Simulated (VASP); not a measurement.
Data:

```
HfO2
1.0
    5.22118     0.00000     0.00000
    0.00000     5.00715     0.00000
    0.00000     0.00000     5.03630
Hf O
4 8
Direct
  0.03304   0.26745   0.24127
  0.96696   0.73255   0.74127
  0.46696   0.26745   0.74127
  0.53304   0.73255   0.24127
  0.36773   0.07104   0.37956
  0.63227   0.92896   0.87956
  0.13227   0.07104   0.87956
  0.86773   0.92896   0.37956
  0.73363   0.46028   0.49217
  0.26637   0.53972   0.99217
  0.76637   0.46028   0.99217
  0.23363   0.53972   0.49217
```

Calculation: r2SCAN meta-GGA, VASP's PBE PAW potentials (set 64) (plane waves; VASP). Run with 520 eV cut-off, 5×5×5 Γ-centred mesh, tetrahedra with Blöchl corrections, potentials Hf_pv O.

Unless said otherwise, spin-orbit coupling is left out, though it shifts the bands of the heavy elements here.

Question: Give the energies of bands 37 to 50 at the high-symmetry points, in eV from the valence-band maximum.

Answer: 
```tsv
band	Γ	X	S	Y	Z	U	R	T
37	-1.52	-1.64	-1.60	-1.49	-1.74	-1.47	-1.55	-1.62
38	-1.28	-1.64	-1.60	-1.30	-1.74	-1.47	-1.55	-1.62
39	-1.15	-0.78	-1.06	-1.06	-0.99	-1.47	-1.55	-1.48
40	-1.00	-0.78	-1.06	-0.86	-0.99	-1.47	-1.55	-1.48
41	-0.72	-0.71	-0.68	-0.83	-0.37	-0.72	-0.87	-1.03
42	-0.22	-0.71	-0.68	-0.43	-0.37	-0.72	-0.87	-1.03
43	-0.09	-0.42	-0.49	-0.19	-0.27	-0.72	-0.87	-0.37
44	0.00	-0.42	-0.49	-0.12	-0.27	-0.72	-0.87	-0.37
45	5.47	5.74	5.21	5.04	5.18	5.72	5.20	5.06
46	5.73	5.74	5.21	5.43	5.18	5.72	5.20	5.06
47	5.83	6.14	5.66	5.51	5.84	5.72	5.20	5.46
48	6.26	6.14	5.66	6.14	5.84	5.72	5.20	5.46
49	6.38	6.29	6.21	6.15	6.66	6.75	6.46	6.58
50	6.53	6.29	6.21	6.83	6.66	6.75	6.46	6.58
```

The gap is indirect, 4.97 eV, from the valence maximum at Γ to the conduction minimum at (0.20, 0.40, 0.40).

The structure comes from a computed database's HfO2 entry (Pca2_1); how it stands against other phases isn't given here. It was relaxed first.
